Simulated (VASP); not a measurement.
A VASP calculation is set up with these files.

INCAR:
```
SYSTEM = TiAl
PREC = Accurate
ENCUT = 180
EDIFF = 1E-6
NELM = 100
ALGO = Normal
LREAL = .FALSE.
LASPH = .TRUE.
ISMEAR = 1
SIGMA = 0.1
GGA = PE
LMAXMIX = 4
LWAVE = .FALSE.
LCHARG = .FALSE.
ISIF = 3
IBRION = 2
NSW = 40
EDIFFG = -0.01
```

### POSCAR
```
TiAl
1
    2.8300000000     0.0000000000     0.0000000000
    0.0000000000     2.8300000000     0.0000000000
    0.0000000000     0.0000000000     4.0700000000
Ti Al
1 1
Direct
  0.0000000000   0.0000000000   0.0000000000
  0.5000000000   0.5000000000   0.5000000000
```

KPOINTS:
```
Automatic mesh
0
Gamma
10 10 7
0 0 0
```

POTCAR, in this order: Ti_sv Al (PBE.64 set). Program: vasp_std.

Output

**standard output**
```
...
DAV:   4    -0.128433439199E+02   -0.26551E-04   -0.30769E-04  2067   0.126E-01    0.232E-02
DAV:   5    -0.128433799235E+02   -0.36004E-04   -0.39150E-05  2766   0.285E-02    0.156E-02
DAV:   6    -0.128433968591E+02   -0.16936E-04   -0.28893E-05  2502   0.230E-02    0.298E-03
DAV:   7    -0.128433973125E+02   -0.45332E-06   -0.11112E-06  1327   0.877E-03
   6 F= -.12843397E+02 E0= -.12842841E+02  d E =-.834302E+00
 curvature:  -0.13 expect dE=-0.882E-03 dE for cont linesearch -0.313E-03
 ZBRENT: accuracy reached
 trial: gam= 0.00000 g(F)=  0.119E-68 g(S)=  0.697E-02 ort =-0.129E+00 (trialstep = 0.850E+00)
 search vector abs. value=  0.697E-02
 bond charge predicted
       N       E                     dE             d eps       ncg     rms          rms(c)
DAV:   1    -0.128815198206E+02   -0.38123E-01   -0.85844E-01  1911   0.145E+01    0.149E+00
DAV:   2    -0.128489985372E+02    0.32521E-01   -0.26975E-01  2037   0.565E+00    0.499E-01
DAV:   3    -0.128431719402E+02    0.58266E-02   -0.31320E-02  2020   0.155E+00    0.200E-01
DAV:   4    -0.128432964349E+02   -0.12449E-03   -0.44625E-03  2501   0.479E-01    0.934E-02
DAV:   5    -0.128437394334E+02   -0.44300E-03   -0.84135E-04  2677   0.139E-01    0.487E-02
DAV:   6    -0.128437538796E+02   -0.14446E-04   -0.10821E-04  2803   0.745E-02    0.123E-02
DAV:   7    -0.128437607342E+02   -0.68546E-05   -0.99393E-06  2355   0.208E-02    0.118E-03
DAV:   8    -0.128437608666E+02   -0.13233E-06   -0.31156E-07  1063   0.497E-03
   7 F= -.12843761E+02 E0= -.12843150E+02  d E =-.363554E-03
 trial-energy change:   -0.000364  1 .order   -0.000357   -0.005923    0.005209
 step:   0.4523(harm=  0.4523)  dis= 0.00000  next Energy=   -12.844973 (dE=-0.158E-02)
 bond charge predicted
       N       E                     dE             d eps       ncg     rms          rms(c)
DAV:   1    -0.128531069642E+02   -0.93462E-02   -0.18506E-01  1911   0.675E+00    0.690E-01
DAV:   2    -0.128460803937E+02    0.70266E-02   -0.57156E-02  2000   0.261E+00    0.235E-01
DAV:   3    -0.128448264356E+02    0.12540E-02   -0.67213E-03  2012   0.726E-01    0.955E-02
DAV:   4    -0.128448591057E+02   -0.32670E-04   -0.10037E-03  2569   0.226E-01    0.438E-02
DAV:   5    -0.128449625820E+02   -0.10348E-03   -0.18272E-04  2611   0.671E-02    0.211E-02
DAV:   6    -0.128449661955E+02   -0.36135E-05   -0.24938E-05  2765   0.369E-02    0.519E-03
DAV:   7    -0.128449667065E+02   -0.51103E-06   -0.28849E-06  1894   0.974E-03
   8 F= -.12844967E+02 E0= -.12844350E+02  d E =-.156939E-02
 curvature:  -0.23 expect dE=-0.582E-03 dE for cont linesearch -0.495E-08
 trial: gam= 0.36746 g(F)=  0.127E-68 g(S)=  0.257E-02 ort = 0.123E-04 (trialstep = 0.770E+00)
 search vector abs. value=  0.352E-02
 bond charge predicted
       N       E                     dE             d eps       ncg     rms          rms(c)
DAV:   1    -0.128511149643E+02   -0.61488E-02   -0.24055E-01  1911   0.770E+00    0.556E-01
DAV:   2    -0.128464813047E+02    0.46337E-02   -0.11833E-02  1872   0.136E+00    0.230E-01
DAV:   3    -0.128454880953E+02    0.99321E-03   -0.28700E-03  2396   0.440E-01    0.675E-02
DAV:   4    -0.128455038685E+02   -0.15773E-04   -0.27721E-04  2187   0.155E-01    0.543E-02
DAV:   5    -0.128455462674E+02   -0.42399E-04   -0.10054E-04  2787   0.827E-02    0.158E-02
DAV:   6    -0.128455476742E+02   -0.14069E-05   -0.11183E-05  1997   0.390E-02    0.111E-02
DAV:   7    -0.128455484249E+02   -0.75073E-06   -0.22455E-06  1909   0.175E-02
   9 F= -.12845548E+02 E0= -.12845033E+02  d E =-.581718E-03
 trial-energy change:   -0.000582  1 .order   -0.000565   -0.001986    0.000856
 step:   0.5441(harm=  0.5384)  dis= 0.00000  next Energy=   -12.845674 (dE=-0.707E-03)
 bond charge predicted
       N       E                     dE             d eps       ncg     rms          rms(c)
DAV:   1    -0.128461565727E+02   -0.60890E-03   -0.20844E-02  1911   0.227E+00    0.164E-01
DAV:   2    -0.128457573725E+02    0.39920E-03   -0.10648E-03  1872   0.411E-01    0.678E-02
DAV:   3    -0.128456702393E+02    0.87133E-04   -0.24880E-04  2379   0.126E-01    0.204E-02
DAV:   4    -0.128456701928E+02    0.46511E-07   -0.28464E-05  2193   0.511E-02    0.162E-02
DAV:   5    -0.128456726668E+02   -0.24740E-05   -0.87023E-06  2727   0.246E-02    0.475E-03
DAV:   6    -0.128456728148E+02   -0.14804E-06   -0.91573E-07   996   0.115E-02
  10 F= -.12845673E+02 E0= -.12845112E+02  d E =-.706108E-03
 curvature:  -0.37 expect dE=-0.367E-06 dE for cont linesearch -0.597E-08
 trial: gam= 0.01263 g(F)=  0.487E-68 g(S)=  0.998E-06 ort =-0.756E-05 (trialstep = 0.725E+00)
 search vector abs. value=  0.137E-05
 reached required accuracy - stopping structural energy minimisation
```

File OUTCAR:
```
------------------------ aborting loop because EDIFF is reached ----------------------------------------
  FORCE on cell =-STRESS in cart. coord.  units (eV):
  Direction    XX          YY          ZZ          XY          YZ          ZX
  --------------------------------------------------------------------------------------
  Total        0.0031471      0.0031471      0.0046426      0.0000000      0.0000000      0.0000000
  in kB        0.1843388      0.1843388      0.2719341      0.0000000      0.0000000      0.0000000
  external PRESSURE =       0.2135373 kB  Pullay stress =       0.0000000 kB
  volume of cell :       27.35
      direct lattice vectors                 reciprocal lattice vectors
     2.651467818  0.000000000  0.000000000     0.377149590  0.000000000  0.000000000
     0.000000000  2.651467818  0.000000000     0.000000000  0.377149590  0.000000000
     0.000000000 -0.000000000  3.890752775     0.000000000 -0.000000000  0.257019671
 POSITION                                       TOTAL-FORCE (eV/Angst)
 -----------------------------------------------------------------------------------
      0.00000      0.00000      0.00000         0.000000     -0.000000      0.000000
      1.32573      1.32573      1.94538         0.000000      0.000000      0.000000
 -----------------------------------------------------------------------------------
    total drift:                                0.000000      0.000000     -0.000000
  FREE ENERGIE OF THE ION-ELECTRON SYSTEM (eV)
  ---------------------------------------------------
  free  energy   TOTEN  =       -12.8456728148 eV

  energy  without entropy=      -12.8439904259  energy(sigma->0) =      -12.84511202

 reached required accuracy - stopping structural energy minimisation
```
(Selected blocks of OUTCAR.)

**Question.** From input and log, find the fault in this run and mend it.

**Answer.** The cause: ENCUT is too low for a cell relaxation, so Pulay stress biases the volume. The run ends without an error. Against the sound run, the energy per atom (σ→0) falls by 0.230 eV/atom; the pressure rises by 0.02 GPa; the volume falls by 16 %. To mend it, set ENCUT = 400.

The mended run (PBE GGA, plane waves, VASP's PBE PAW potentials (set 64)) converges, and its OSZICAR ends with
```
   6 F= -.12386210E+02 E0= -.12385340E+02  d E =-.225698E-03
```

The compound is TiAl in the L1_0 structure. The electron count is odd and the run is not spin-polarised, which forces a metal.
